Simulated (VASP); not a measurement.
Computed with PBE GGA, VASP's PBE PAW potentials (set 64) (plane waves; VASP).

A VASP calculation is set up with these files.

### INCAR
```
SYSTEM = MgS
PREC = Accurate; ENCUT = 520; LREAL = .FALSE.
LASPH = .TRUE.
EDIFF = 1E-7; NELM = 100; ALGO = Normal
ISMEAR = 0; SIGMA = 0.05
GGA = PE
ISIF = 2
LWAVE = .FALSE.; LCHARG = .FALSE.
```

### POSCAR
```
MgS
1.0
  0.0000000000   2.6626008352   2.6626008352
  2.6626008352   0.0000000000   2.6626008352
  2.6626008352   2.6626008352   0.0000000000
Mg S
1 1
Cartesian
  0.0000000000   0.0000000000   0.0000000000
  2.6626008352   2.6626008352   2.6626008352
```

### KPOINTS
```
Automatic mesh
0
Gamma
9 9 9
0 0 0
```

POTCAR, in this order: Mg S (PBE.64 set). Program: vasp_std.

What VASP printed:

File OUTCAR:
```
 ion  position               nearest neighbor table
   1  0.000  0.000  0.000-   2 2.66   2 2.66   2 2.66   2 2.66   2 2.66   2 2.66
   2  0.500  0.500  0.500-   1 2.66   1 2.66   1 2.66   1 2.66   1 2.66   1 2.66
  LATTYP: Found a face centered cubic cell.
 ALAT       =     5.3252016704
 Subroutine PRICEL returns:
 Original cell was already a primitive cell.
 Subroutine GETGRP returns: Found 48 space group operations
The static configuration has the point symmetry O_h .
The dynamic configuration has the point symmetry O_h .
 Subroutine INISYM returns: Found 48 space group operations
 Subroutine IBZKPT returns following result:
 Found     35 irreducible k-points:

 Following reciprocal coordinates:
            Coordinates               Weight
  0.000000  0.000000  0.000000      1.000000
  0.111111  0.000000  0.000000      8.000000
  0.222222  0.000000  0.000000      8.000000
  0.333333  0.000000  0.000000      8.000000
  0.444444  0.000000  0.000000      8.000000
  0.111111  0.111111  0.000000      6.000000
  0.222222  0.111111  0.000000     24.000000
  0.333333  0.111111  0.000000     24.000000
  0.444444  0.111111  0.000000     24.000000
...
```

OSZICAR:
```
       N       E                     dE             d eps       ncg     rms          rms(c)
DAV:   1     0.227637965192E+02    0.22764E+02   -0.36954E+03   600   0.812E+02
DAV:   2    -0.793515479993E+01   -0.30699E+02   -0.29200E+02   776   0.106E+02
DAV:   3    -0.890833726709E+01   -0.97318E+00   -0.97318E+00   664   0.261E+01
DAV:   4    -0.891414085358E+01   -0.58036E-02   -0.58036E-02   888   0.226E+00
DAV:   5    -0.891414781700E+01   -0.69634E-05   -0.69634E-05   704   0.642E-02    0.413E+00
DAV:   6    -0.851944625714E+01    0.39470E+00   -0.10653E+00   592   0.497E+00    0.322E+00
DAV:   7    -0.847736903949E+01    0.42077E-01   -0.23772E-01   736   0.255E+00    0.220E+00
DAV:   8    -0.847678046743E+01    0.58857E-03   -0.15303E-02   616   0.104E+00    0.880E-01
DAV:   9    -0.847654415642E+01    0.23631E-03   -0.65975E-04   712   0.200E-01    0.302E-01
DAV:  10    -0.847658415628E+01   -0.40000E-04   -0.18479E-04   776   0.863E-02    0.128E-02
DAV:  11    -0.847658233924E+01    0.18170E-05   -0.21844E-05   712   0.241E-02    0.130E-02
DAV:  12    -0.847658231169E+01    0.27552E-07   -0.45209E-07   752   0.573E-03
   1 F= -.84765823E+01 E0= -.84765823E+01  d E =-.583921E-13
```

OUTCAR:
```
------------------------ aborting loop because EDIFF is reached ----------------------------------------
  FORCE on cell =-STRESS in cart. coord.  units (eV):
  Direction    XX          YY          ZZ          XY          YZ          ZX
  --------------------------------------------------------------------------------------
  Total       -0.9094196     -0.9094196     -0.9094196      0.0000000      0.0000000     -0.0000000
  in kB      -38.5946141    -38.5946141    -38.5946141      0.0000000      0.0000000     -0.0000000
  external PRESSURE =     -38.5946141 kB  Pullay stress =       0.0000000 kB
  volume of cell :       37.75
      direct lattice vectors                 reciprocal lattice vectors
     0.000000000  2.662600835  2.662600835    -0.187786315  0.187786315  0.187786315
     2.662600835  0.000000000  2.662600835     0.187786315 -0.187786315  0.187786315
     2.662600835  2.662600835  0.000000000     0.187786315  0.187786315 -0.187786315
 POSITION                                       TOTAL-FORCE (eV/Angst)
 -----------------------------------------------------------------------------------
      0.00000      0.00000      0.00000        -0.000000      0.000000     -0.000000
      2.66260      2.66260      2.66260         0.000000     -0.000000      0.000000
 -----------------------------------------------------------------------------------
    total drift:                                0.000000      0.000000      0.000000
  FREE ENERGIE OF THE ION-ELECTRON SYSTEM (eV)
  ---------------------------------------------------
  free  energy   TOTEN  =        -8.4765823117 eV

  energy  without entropy=       -8.4765823117  energy(sigma->0) =       -8.47658231
```
(Selected blocks of OUTCAR.)

The compound is MgS in the rock salt structure. This cell is one point of a volume scan, at 1.06 of the reference volume.
